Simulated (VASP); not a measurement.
The input files of a VASP run:

### KPOINTS
```
Automatic mesh
0
Gamma
10 10 10
0 0 0
```

### INCAR
```
SYSTEM = CoSi2
PREC = Accurate
ENCUT = 520
EDIFF = 1E-7
NELM = 100
ALGO = Normal
LREAL = .FALSE.
LASPH = .TRUE.
ISMEAR = 1
SIGMA = 0.1
GGA = PE
LMAXMIX = 4
LWAVE = .FALSE.
LCHARG = .FALSE.
ISIF = 2
```

**POSCAR**
```
CoSi2
3.8638880
  0.0000000000   0.7071068428   0.7071068428
  0.7071068428   0.0000000000   0.7071068428
  0.7071068428   0.7071068428   0.0000000000
Co Si
1 2
Cartesian
  0.0000000000   0.0000000000   0.0000000000
  0.3535534214   0.3535534214   0.3535534214
  1.0606602642   1.0606602642   1.0606602642
```

POTCAR, in this order: Co Si (PBE.64 set). Program: vasp_std.

Problem. Write an equivalent input for Quantum ESPRESSO's pw.x.

Solution. One equivalent input (not run):
```
&CONTROL
  calculation = 'scf'
  pseudo_dir = './pseudo'
  outdir = './out'
  tprnfor = .true.
  tstress = .true.
/
&SYSTEM
  ibrav = 0
  nat = 3
  ntyp = 2
  ecutwfc = 96
  occupations = 'smearing'
  smearing = 'methfessel-paxton'
  degauss = 0.00735
  input_dft = 'pbe'
/
&ELECTRONS
  conv_thr = 7.3e-09
  electron_maxstep = 100
/
ATOMIC_SPECIES
  Co 58.933 Co.upf
  Si 28.085 Si.upf
CELL_PARAMETERS angstrom
     0.0000000    2.7321816    2.7321816
     2.7321816    0.0000000    2.7321816
     2.7321816    2.7321816    0.0000000
ATOMIC_POSITIONS crystal
  Co   0.0000000  0.0000000  0.0000000
  Si   0.2500000  0.2500000  0.2500000
  Si   0.7500000  0.7500000  0.7500000
K_POINTS automatic
  10 10 10 0 0 0
```
What does not carry over: the potentials are each code's own (VASP's PAW set, PseudoDojo norm-conserving files in pw.x), so ENCUT and ecutwfc are chosen apart and not converted; conv_thr bounds pw.x's estimated SCF error, while EDIFF bounds the energy change between steps.

The compound is CoSi2 in the fluorite structure. This cell is one point of a volume scan, at 1.06 of the reference volume.
